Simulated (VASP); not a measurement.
# A point defect in LaSb, part 4 of 5

Wanted: what a point defect costs in LaSb and how the lattice relaxes round it. The start is a cell from a database of measured crystal structures.

VASP 6.6.1, plane waves and PAW; the level of theory is named at each step.

Still holding for the runs below: The k-mesh is coarse for a metal.

So far. Step 4 (Reference Sb): The run ended after 8 ionic steps, 0.006 eV below its first step, once forces and stress met EDIFFG = -0.02. Step 4 (Reference Sb): Energy at zero smearing: -9.12087 eV.

## 5. Reference La

This step: PBEsol; plane waves and PAW (La) (VASP 6.6.1).

System of this step: La. Symmetry: P6_3/mmc, No. 194, hexagonal system. The conventional cell has a = 3.750 Å, b = 3.750 Å, c = 6.071 Å, α = 90.00°, β = 90.00°, γ = 120.00°. La has 12 La at 3.73 to 3.75 Å nearest.

La is not exchanged here; its energy serves the host's formation enthalpy.

INCAR reads:

```
SYSTEM = La
PREC = Normal
ENCUT = 300
EDIFF = 1E-05
NELM = 120
ISMEAR = 1
SIGMA = 0.1
LREAL = Auto
ALGO = Fast
GGA = PS
NBANDS = 17
LASPH = .TRUE.
LORBIT = 11
LWAVE = .FALSE.
LCHARG = .FALSE.
IBRION = 2
NSW = 25
ISIF = 3
EDIFFG = -0.02
POTIM = 0.4
```

POSCAR reads:

```
La
1.0
    3.7500000000      0.0000000000      0.0000000000
   -1.8750000000      3.2475952642      0.0000000000
    0.0000000000      0.0000000000      6.0712500000
La
2
Direct
    0.0000000000      0.0000000000      0.0000000000
    0.3333333333      0.6666666667      0.5000000000
```

KPOINTS reads:

```
Automatic mesh
0
Gamma
8 8 5
0 0 0
```

The projector-augmented-wave data sets are La (PBE family, release 64).

On the command line:

```sh
> export OMP_NUM_THREADS=5
> mpirun -np 1 vasp_std
```

What it wrote:

```text
[banner, memory and clock lines left out]
running    1 mpi-ranks, on    1 nodes
 distrk:  each k-point on    1 cores,    1 groups
 distr:  one band on    1 cores,    1 groups
 Offloading initialized ...    1 GPUs detected
 POSCAR found type information on POSCAR La
 POSCAR found :  1 types and       2 ions
 [... a notice as in an earlier step ...]

 [... a notice as in an earlier step ...]

 LDA part: xc-table for (Slater+PW92), standard interpolation
 POSCAR, INCAR and KPOINTS ok, starting setup
 FFT: planning ... GRIDC
 FFT: planning ... GRID_SOFT
 FFT: planning ... GRID
 WAVECAR not read
 entering main loop
       N       E                     dE             d eps       ncg     rms          rms(c)
DAV:   1     0.210551323313E+03    0.21055E+03   -0.54856E+03  1020   0.111E+03
DAV:   2     0.176233346342E+02   -0.19293E+03   -0.19091E+03  1444   0.296E+02
DAV:   3    -0.783525364602E+01   -0.25459E+02   -0.25012E+02  1748   0.119E+02
DAV:   4    -0.104032317005E+02   -0.25680E+01   -0.25367E+01  2032   0.325E+01
DAV:   5    -0.105931170907E+02   -0.18989E+00   -0.18940E+00  1640   0.876E+00    0.299E+00
RMM:   6    -0.105743633747E+02    0.18754E-01   -0.17768E-01  1413   0.418E+00    0.174E+00
RMM:   7    -0.105714784480E+02    0.28849E-02   -0.19874E-01  1495   0.221E+00    0.123E-01
RMM:   8    -0.105751295996E+02   -0.36512E-02   -0.39387E-02  1589   0.111E+00    0.101E-01
RMM:   9    -0.105768611161E+02   -0.17315E-02   -0.17924E-02  1657   0.677E-01    0.984E-02
RMM:  10    -0.105776837971E+02   -0.82268E-03   -0.78374E-03  1656   0.529E-01    0.335E-02
RMM:  11    -0.105782295679E+02   -0.54577E-03   -0.54448E-03  1669   0.373E-01    0.164E-02
RMM:  12    -0.105784879030E+02   -0.25834E-03   -0.25278E-03  1646   0.287E-01    0.223E-02
RMM:  13    -0.105787264827E+02   -0.23858E-03   -0.24032E-03  1600   0.235E-01    0.332E-02
RMM:  14    -0.105788285370E+02   -0.10205E-03   -0.12071E-03  1493   0.196E-01    0.604E-02
RMM:  15    -0.105789773069E+02   -0.14877E-03   -0.13136E-03  1460   0.187E-01    0.432E-02
RMM:  16    -0.105790571784E+02   -0.79871E-04   -0.69617E-04  1378   0.165E-01    0.330E-02
RMM:  17    -0.105791339828E+02   -0.76804E-04   -0.75649E-04  1320   0.154E-01    0.349E-02
RMM:  18    -0.105791631886E+02   -0.29206E-04   -0.40308E-04  1294   0.138E-01    0.496E-02
RMM:  19    -0.105792213443E+02   -0.58156E-04   -0.44512E-04  1264   0.131E-01    0.369E-02
RMM:  20    -0.105792567594E+02   -0.35415E-04   -0.27055E-04  1249   0.129E-01    0.262E-02
RMM:  21    -0.105793044499E+02   -0.47690E-04   -0.37935E-04  1343   0.133E-01    0.715E-03
RMM:  22    -0.105793205552E+02   -0.16105E-04   -0.17295E-04  1205   0.101E-01    0.891E-03
RMM:  23    -0.105793368594E+02   -0.16304E-04   -0.17705E-04  1157   0.944E-02    0.130E-02
RMM:  24    -0.105793540103E+02   -0.17151E-04   -0.12550E-04  1125   0.973E-02    0.344E-03
RMM:  25    -0.105793613880E+02   -0.73776E-05   -0.10179E-04  1097   0.898E-02    0.955E-03
RMM:  26    -0.105793679862E+02   -0.65982E-05   -0.70516E-05  1076   0.805E-02
   1 F= -.10579368E+02 E0= -.10578896E+02  d E =-.105794E+02
 curvature:   0.00 expect dE= 0.000E+00 dE for cont linesearch  0.000E+00
 trial: gam= 0.00000 g(F)=  0.391E-46 g(S)=  0.307E-01 ort = 0.000E+00 (trialstep = 0.100E+01)
 search vector abs. value=  0.307E-01
 bond charge predicted
       N       E                     dE             d eps       ncg     rms          rms(c)
DAV:   1    -0.108383902191E+02   -0.25903E+00   -0.73772E+00  1773   0.252E+01    0.233E+00
RMM:   2    -0.106297645381E+02    0.20863E+00   -0.38338E-01  1290   0.100E+01    0.117E+00
RMM:   3    -0.106041628027E+02    0.25602E-01   -0.74395E-01  1357   0.710E+00    0.459E-01
RMM:   4    -0.106018028795E+02    0.23599E-02   -0.44568E-02  1437   0.150E+00    0.372E-01
RMM:   5    -0.106033275917E+02   -0.15247E-02   -0.15219E-02  1524   0.512E-01    0.420E-01
RMM:   6    -0.106020853746E+02    0.12422E-02   -0.37128E-03  1486   0.461E-01    0.294E-01
RMM:   7    -0.106003803225E+02    0.17051E-02   -0.30431E-03  1407   0.472E-01    0.166E-01
RMM:   8    -0.105992653504E+02    0.11150E-02   -0.41676E-03  1349   0.608E-01    0.701E-02
RMM:   9    -0.105996368957E+02   -0.37155E-03   -0.49240E-03  1412   0.569E-01    0.112E-01
RMM:  10    -0.105998029410E+02   -0.16605E-03   -0.97907E-04  1399   0.176E-01    0.107E-01
RMM:  11    -0.105995361719E+02    0.26677E-03   -0.39150E-04  1239   0.187E-01    0.601E-02
RMM:  12    -0.105994314687E+02    0.10470E-03   -0.45241E-04  1331   0.192E-01    0.330E-02
RMM:  13    -0.105994374493E+02   -0.59805E-05   -0.13659E-04  1030   0.796E-02    0.227E-02
RMM:  14    -0.105994273309E+02    0.10118E-04   -0.11835E-04  1065   0.991E-02    0.115E-02
RMM:  15    -0.105994315367E+02   -0.42058E-05   -0.88606E-05   955   0.992E-02
   2 F= -.10599432E+02 E0= -.10598893E+02  d E =-.200636E-01
[...]
3 F= -.10601919E+02 E0= -.10601402E+02  d E =-.225514E-01
[...]
4 F= -.10587602E+02 E0= -.10587337E+02  d E =-.823407E-02
[...]
5 F= -.10600601E+02 E0= -.10600177E+02  d E =-.212329E-01
[...]
6 F= -.10601292E+02 E0= -.10600824E+02  d E =-.219241E-01
[...]
7 F= -.10601494E+02 E0= -.10601008E+02  d E =-.221264E-01
 curvature:  -0.46 expect dE=-0.350E-04 dE for cont linesearch -0.300E-04
 ZBRENT: bisectioning
 opt :   1.6318  next Energy=   -10.601569 (dE=-0.222E-01)
 bond charge predicted
       N       E                     dE             d eps       ncg     rms          rms(c)
DAV:   1    -0.106026390039E+02   -0.11507E-02   -0.33071E-02  1421   0.168E+00    0.150E-01
RMM:   2    -0.106018130171E+02    0.82599E-03   -0.18625E-03  1321   0.581E-01    0.701E-02
RMM:   3    -0.106016920777E+02    0.12094E-03   -0.22694E-03  1348   0.402E-01    0.181E-02
RMM:   4    -0.106016992831E+02   -0.72053E-05   -0.23363E-04  1112   0.108E-01    0.185E-02
RMM:   5    -0.106017049336E+02   -0.56505E-05   -0.71066E-05   930   0.102E-01
   8 F= -.10601705E+02 E0= -.10601198E+02  d E =-.223369E-01
 curvature:  -1.13 expect dE=-0.186E-04 dE for cont linesearch -0.220E-05
 trial: gam=-0.00743 g(F)=  0.178E-45 g(S)=  0.165E-04 ort = 0.245E-03 (trialstep = 0.113E+01)
 search vector abs. value=  0.145E-04
 reached required accuracy - stopping structural energy minimisation
```

It took 4 min on 1 × NVIDIA H100 80GB HBM3, 81559 MiB with 1 MPI rank of AMD EPYC 7R13 (Zen 3), card shared with another run, shared host; peak memory 1.7 GiB.

OUTCAR, selected parts (step 5):

```text
   k-points           NKPTS =     30   k-points in BZ     NKDIM =     30   number of bands    NBANDS=     17

   ENCUT  =  300.0 eV  22.05 Ry    4.70 a.u.   5.30  5.30  8.57*2*pi/ulx,y,z

   NELECT =      22.0000    total number of electrons

 E-fermi :   8.4572

 k-point     1 :       0.0000    0.0000    0.0000
  band No.  band energies     occupation
    ...
      6      -7.0837      2.00000
      7      -7.0837      2.00000
      8      -7.0472      2.00000
      9       5.2677      2.00000
     10       6.5663      2.00000
     11       9.5938     -0.00000
     12       9.7966     -0.00000
     13       9.7966     -0.00000
     14      10.1069     -0.00000
     15      10.2206     -0.00000
    ...

  Total        0.0082008      0.0082008     -0.0267976      0.0000000      0.0000000     -0.0000000
  in kB        0.1903828      0.1903828     -0.6221094      0.0000000      0.0000000     -0.0000000
  external PRESSURE =      -0.0804479 kB  Pullay stress =       0.0000000 kB

 POSITION                                       TOTAL-FORCE (eV/Angst)
 -----------------------------------------------------------------------------------
     -0.00000      0.00000      0.00000        -0.000000      0.000000     -0.000000
     -0.00000      2.12095      2.95254         0.000000     -0.000000      0.000000
 -----------------------------------------------------------------------------------
    total drift:                                0.000000     -0.000000     -0.000000

  FREE ENERGIE OF THE ION-ELECTRON SYSTEM (eV)
  ---------------------------------------------------
  free  energy   TOTEN  =       -10.6017049336 eV

  energy  without entropy=      -10.6001845039  energy(sigma->0) =      -10.60119812

[... 1 part as in an earlier step ...]

[... 15 further parts left out ...]
```

CONTCAR:

```
La
    1.000000000000000
     3.6735995336875904    0.0000000000000000   -0.0000000000000000
    -1.8367997668437952    3.1814305195119656    0.0000000000000000
     0.0000000000000000   -0.0000000000000000    5.9050720365885594
  La
     2
Direct
     0.0000000000000000    0.0000000000000000    0.0000000000000000
     0.3333333332999970    0.6666666667000030    0.5000000000000000
```

The run keeps the 24 symmetry operations of its start, so it cannot find a distortion of lower symmetry.

Step by step:

```
step  energy less that of the first step (eV)  largest force (eV/Å)  pressure (GPa)  volume (Å³)
   1                                   0.0000                0.0000           -1.56        73.94
   2                                  -0.0201                0.0000           -0.58        70.89
   3                                  -0.0226                0.0000           -0.48        69.21
   4                                  -0.0082                0.0000            1.43        65.92
   5                                  -0.0212                0.0000            0.31        68.35
   6                                  -0.0219                0.0000            0.11        68.68
   7                                  -0.0221                0.0000            0.08        68.82
   8                                  -0.0223                0.0000           -0.01        69.01
```

```
conventional cell, symmetrised  before  after  change
                         a (Å)   3.750  3.674  -2.0 %
                         b (Å)   3.750  3.674  -2.0 %
                         c (Å)   6.071  5.905  -2.7 %
              volume (Å³/atom)   36.97  34.51  -6.7 %
```

Final coordinates:

```
La
1.0
     3.67360    0.00000    0.00000
    -1.83680    3.18143    0.00000
     0.00000    0.00000    5.90507
La
2
Direct
  0.00000 0.00000 0.00000
  0.33333 0.66667 0.50000
```

This step gave:

```yaml
electronic_cycles: 107
electrons: 22
free_energy_toten: -10.60 eV
energy_at_zero_smearing: -10.60 eV
fermi_energy: 8.457 eV
```

The run ended after 8 ionic steps, 0.022 eV below its first step, once forces and stress met EDIFFG = -0.02.

Energy at zero smearing: -10.60120 eV.

(Part 4 of 5 ends here.)

[Lines on the potential files, build, host, timing and source positions are cut from VASP's logs without a mark.]

[Logs are printed without paths, hosts, clocks, repeated set-up lines and the standing remarks that a program may print on its own settings, such as how far it seeks lower states.]

[Hosts, paths, dates, database ids (printed as entryN), source tags and the programs' standing remarks are cut or masked in the printed files.]

[In band tables of VASP the shares of atoms and orbitals are scaled to a sum of 1 inside the atoms' spheres.]

[Runs that stopped without an error message from VASP are left out.]
